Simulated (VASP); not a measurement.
Given:

```
CELL_PARAMETERS angstrom
      3.74104     0.00000     0.00000
     -1.87052     3.23984     0.00000
      0.00000     0.00000     6.83443
ATOMIC_POSITIONS crystal
  Ru 0.33333 0.66667 0.00824
  Ru 0.66667 0.33333 0.50824
  Se 0.33333 0.66667 0.36676
  Se 0.66667 0.33333 0.86676
```

Computed with PBE GGA, VASP's PBE PAW potentials (set 64) (plane waves; VASP). Numerical set-up: 400 eV cut-off, 11×11×5 Γ-centred mesh, tetrahedra with Blöchl corrections, potentials Ru_pv Se.

For a metal the tetrahedron method with Blöchl corrections gives inexact stress and forces.

### Question
Which forces act on the atoms, in eV/Å?

### Answer

```csv
atom,Fx,Fy,Fz
Ru1,0.000,0.000,0.094
Ru2,0.000,0.000,0.094
Se3,0.000,0.000,-0.094
Se4,0.000,0.000,-0.094
```

### Question
Give the stress tensor in GPa (positive for a compressed cell).

### Answer

```
-0.36   0.00   0.00
 0.00  -0.36   0.00
 0.00   0.00   0.83
```
The pressure is its mean diagonal, 0.03 GPa.

The structure was generated: RuSe was put into the wurtzite type (P6_3mc), which need not be its known phase. It was relaxed first, which changed the volume by -29 %.
